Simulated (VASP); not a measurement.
Calculation: RPBE GGA, VASP's PBE PAW potentials (set 64) (plane waves; VASP).

VASP ran on this input.

**POSCAR**
```
InSb
1.0
  0.0000000000   3.2400000000   3.2400000000
  3.2400000000   0.0000000000   3.2400000000
  3.2400000000   3.2400000000   0.0000000000
In Sb
1 1
Cartesian
  0.0000000000   0.0000000000   0.0000000000
  1.6200000000   1.6200000000   1.6200000000
```

**INCAR**
```
ALGO = Normal
EDIFF = 1E-6
EDIFFG = -0.01
ENCUT = 520
GGA = RP
IBRION = 2
ISIF = 3
ISMEAR = 0
LASPH = .True.
LCHARG = .False.
LMAXMIX = 4
LREAL = .False.
LWAVE = .False.
NELM = 100
NSW = 60
PREC = Accurate
SIGMA = 0.05
SYSTEM = InSb
```

File KPOINTS:
```
Automatic
0
Gamma
  6 6 6
0 0 0
```

POTCAR, in this order: In_d Sb (PBE.64 set). Program: vasp_std.

Output of the run:

File OUTCAR:
```
 ion  position               nearest neighbor table
   1  0.000  0.000  0.000-   2 2.81   2 2.81   2 2.81   2 2.81
   2  0.250  0.250  0.250-   1 2.81   1 2.81   1 2.81   1 2.81
  LATTYP: Found a face centered cubic cell.
 ALAT       =     6.4800000000
 Subroutine PRICEL returns:
 Original cell was already a primitive cell.
 Subroutine GETGRP returns: Found 24 space group operations
The static configuration has the point symmetry T_d .
The dynamic configuration has the point symmetry T_d .
 Subroutine INISYM returns: Found 24 space group operations
 Subroutine IBZKPT returns following result:
 Found     16 irreducible k-points:

 Following reciprocal coordinates:
            Coordinates               Weight
  0.000000  0.000000  0.000000      1.000000
  0.166667  0.000000  0.000000      8.000000
  0.333333  0.000000  0.000000      8.000000
  0.500000  0.000000  0.000000      4.000000
  0.166667  0.166667  0.000000      6.000000
  0.333333  0.166667  0.000000     24.000000
  0.500000  0.166667  0.000000     24.000000
 -0.333333  0.166667  0.000000     24.000000
 -0.166667  0.166667  0.000000     12.000000
  0.333333  0.333333  0.000000      6.000000
  0.500000  0.333333  0.000000     24.000000
 -0.333333  0.333333  0.000000     12.000000
  0.500000  0.500000  0.000000      3.000000
  0.500000  0.333333  0.166667     24.000000
 -0.333333  0.333333  0.166667     24.000000
 -0.333333  0.500000  0.166667     12.000000
   k-points           NKPTS =     16   k-points in BZ     NKDIM =     16   number of bands    NBANDS=     13
   number of dos      NEDOS =    301   number of ions     NIONS =      2
   total plane-waves  NPLWV =  46656
   dimension x,y,z NGX =    36 NGY =   36 NGZ =   36
   dimension x,y,z NGXF=    72 NGYF=   72 NGZF=   72
   ions per type =               1   1
   PREC   = accura    normal or accurate (medium, high low for compatibility)
   ISTART =      0    job   : 0-new  1-cont  2-samecut
...
```

OSZICAR:
```
       N       E                     dE             d eps       ncg     rms          rms(c)
DAV:   1     0.112802029089E+03    0.11280E+03   -0.81565E+03   416   0.139E+03
DAV:   2     0.129728188509E+01   -0.11150E+03   -0.10840E+03   431   0.302E+02
DAV:   3    -0.604015795513E+01   -0.73374E+01   -0.72011E+01   546   0.859E+01
DAV:   4    -0.624466600666E+01   -0.20451E+00   -0.20443E+00   491   0.171E+01
DAV:   5    -0.625380504355E+01   -0.91390E-02   -0.91389E-02   616   0.297E+00    0.419E+00
DAV:   6    -0.617636803297E+01    0.77437E-01   -0.16558E-01   562   0.679E+00    0.251E+00
DAV:   7    -0.617394745709E+01    0.24206E-02   -0.80942E-02   547   0.295E+00    0.698E-01
DAV:   8    -0.617812744049E+01   -0.41800E-02   -0.10312E-02   454   0.129E+00    0.225E-01
DAV:   9    -0.617928269488E+01   -0.11553E-02   -0.14484E-03   504   0.306E-01    0.846E-02
DAV:  10    -0.617964248708E+01   -0.35979E-03   -0.36330E-04   446   0.162E-01    0.276E-02
DAV:  11    -0.617976982288E+01   -0.12734E-03   -0.27382E-04   466   0.128E-01    0.140E-02
DAV:  12    -0.617977538272E+01   -0.55598E-05   -0.64009E-06   499   0.296E-02    0.898E-03
DAV:  13    -0.617977708925E+01   -0.17065E-05   -0.90290E-06   436   0.161E-02    0.203E-03
DAV:  14    -0.617977720030E+01   -0.11105E-06   -0.93888E-08   363   0.262E-03
   1 F= -.61797772E+01 E0= -.61795981E+01  d E =-.617978E+01
       N       E                     dE             d eps       ncg     rms          rms(c)
DAV:   1    -0.908578017058E+01   -0.29060E+01   -0.88615E+01   516   0.216E+02    0.932E+00
DAV:   2    -0.681480145845E+01    0.22710E+01   -0.47476E+00   501   0.446E+01    0.413E+00
DAV:   3    -0.629017295784E+01    0.52463E+00   -0.19615E+00   536   0.259E+01    0.107E+00
DAV:   4    -0.627976485059E+01    0.10408E-01   -0.74323E-02   486   0.358E+00    0.582E-01
DAV:   5    -0.627490968798E+01    0.48552E-02   -0.54743E-03   575   0.645E-01    0.467E-01
DAV:   6    -0.627422311355E+01    0.68657E-03   -0.24545E-03   501   0.489E-01    0.653E-02
DAV:   7    -0.627429199240E+01   -0.68879E-04   -0.11427E-03   534   0.649E-01    0.762E-02
DAV:   8    -0.627433413988E+01   -0.42147E-04   -0.33453E-04   426   0.285E-01    0.136E-02
DAV:   9    -0.627434615204E+01   -0.12012E-04   -0.18138E-05   486   0.305E-02    0.756E-03
DAV:  10    -0.627434777075E+01   -0.16187E-05   -0.67067E-06   426   0.198E-02    0.294E-03
DAV:  11    -0.627434785751E+01   -0.86766E-07   -0.99515E-07   417   0.148E-02
   2 F= -.62743479E+01 E0= -.62741693E+01  d E =-.945707E-01
       N       E                     dE             d eps       ncg     rms          rms(c)
DAV:   1    -0.643472996958E+01   -0.16038E+00   -0.38798E+00   516   0.367E+01    0.246E+00
DAV:   2    -0.630261711748E+01    0.13211E+00   -0.30483E-01   501   0.123E+01    0.877E-01
DAV:   3    -0.628158566077E+01    0.21031E-01   -0.63710E-02   541   0.487E+00    0.453E-01
DAV:   4    -0.628122531608E+01    0.36034E-03   -0.19680E-03   421   0.399E-01    0.303E-01
DAV:   5    -0.628104451832E+01    0.18080E-03   -0.38715E-04   462   0.191E-01    0.128E-01
DAV:   6    -0.628107676529E+01   -0.32247E-04   -0.15155E-04   582   0.116E-01    0.312E-02
DAV:   7    -0.628107503679E+01    0.17285E-05   -0.12186E-05   436   0.415E-02    0.506E-03
DAV:   8    -0.628107566123E+01   -0.62444E-06   -0.32524E-06   476   0.181E-02
   3 F= -.62810757E+01 E0= -.62808971E+01  d E =-.101298E+00
```

**OUTCAR**
```
------------------------ aborting loop because EDIFF is reached ----------------------------------------
  FORCE on cell =-STRESS in cart. coord.  units (eV):
  Direction    XX          YY          ZZ          XY          YZ          ZX
  --------------------------------------------------------------------------------------
  Total        0.0145427      0.0145427      0.0145427     -0.0000000     -0.0000000      0.0000000
  in kB        0.3074054      0.3074054      0.3074054     -0.0000000     -0.0000000      0.0000000
  external PRESSURE =       0.3074054 kB  Pullay stress =       0.0000000 kB
  volume of cell :       75.80
      direct lattice vectors                 reciprocal lattice vectors
     0.000000000  3.358957288  3.358957288    -0.148855718  0.148855718  0.148855718
     3.358957288  0.000000000  3.358957288     0.148855718 -0.148855718  0.148855718
     3.358957288  3.358957288 -0.000000000     0.148855718  0.148855718 -0.148855718
  FREE ENERGIE OF THE ION-ELECTRON SYSTEM (eV)
  ---------------------------------------------------
  free  energy   TOTEN  =        -6.2810756612 eV

  energy  without entropy=       -6.2807185725  energy(sigma->0) =       -6.28089712

 reached required accuracy - stopping structural energy minimisation
```
(Selected blocks of OUTCAR.)

CONTCAR:
```
InSb
   1.00000000000000
     0.0000000000000000    3.3589572876854956    3.3589572876854956
     3.3589572876854956    0.0000000000000000    3.3589572876854956
     3.3589572876854956    3.3589572876854956   -0.0000000000000000
  In              Sb
     1     1
Direct
     0.0000000000000000    0.0000000000000000    0.0000000000000000
     0.2500000000000000    0.2500000000000000    0.2500000000000000
```

Energy and stress use the plane-wave basis of the starting cell.

The compound is InSb in the zinc blende structure. This run relaxes it. Symmetry was kept, so distortions that lower it aren't found.
